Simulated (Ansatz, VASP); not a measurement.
## One calculation of TlSn, two programs

INCAR

```
  PREC = Accurate
  ENCUT = 520
  EDIFF = 1E-8
  ISMEAR = -1
  SIGMA = 0.08
  LREAL = F
  LASPH = T
  NELM = 60
  ALGO = Normal
  ISIF = 2
  LWAVE = F
  LCHARG = F
  LEFG = T
  NBANDS = 20
```

Contents of KPOINTS:

```
Automatic mesh
0
Gamma
  9 9 8
```

The input POSCAR:

```
TlSn
1.0
    3.6147298654      0.0000000000      0.0000000000
    0.0000000000      3.6147298654      0.0000000000
    0.0000000000      0.0000000000      4.4187500000
Tl Sn
1 1
Direct
    0.0000000000      0.0000000000      0.0000000000
    0.5000000000      0.5000000000      0.5000000000
```

Input for Ansatz:

```yaml
crystal:
  lattice:
    - [3.6147298654, 0.0, 0.0]
    - [0.0, 3.6147298654, 0.0]
    - [0.0, 0.0, 4.41875]
  atoms:
    - { symbol: Tl, position: [0.0, 0.0, 0.0] }
    - { symbol: Sn, position: [0.5, 0.5, 0.5] }
kpoints:
  mp_grid: { grid: [9, 9, 8] }
scf:
  occupations: { method: fermi_dirac, width: 0.08 }
hamiltonian:
  xc: lda
  pseudopotentials: { kind: paw }
output:
  forces: true
  stress: true
  eigenvalues: true
  efg: { contact_densities: true }
  write_density: true
  write_potential: true
  elf: true
  volumetric_format: npy
```

Change from the starting cell: zz strain of +1 %, PAW files.

Alike in both runs: task electric field gradients; functional LDA; k mesh 9 × 9 × 8; occupations fermi-dirac, width 0.08 eV; no spin polarisation.

|  | VASP | Ansatz |
| --- | --- | --- |
| version | VASP 6.6.1 | Ansatz 0.2.0 |
| potentials or method | VASP PAW LDA potentials, release 64 (Tl_d, Sn_d) | PAW with Ansatz's default frozen-core files, scalar-relativistic |
| plane-wave cutoff (eV) | 520 | 420 |
| valence electrons in the cell | 27 | 27 |

VASP gave:

```
pressure (GPa)                                                 : -3.6
largest component of the traceless stress (GPa)                : 0.45
Vzz of the field gradient on the site that differs most (V/Å²) : -61.8
```

**Question.** Which values does Ansatz return?

**Answer.** Pressure (GPa): -3.6; largest component of the traceless stress (GPa): 0.45; Vzz of the field gradient on the site that differs most (V/Å²): -63.5.

Ansatz warned: «gradients_without_spin_orbit».

The runs have no spin-orbit coupling, so splittings on Tl are missing.
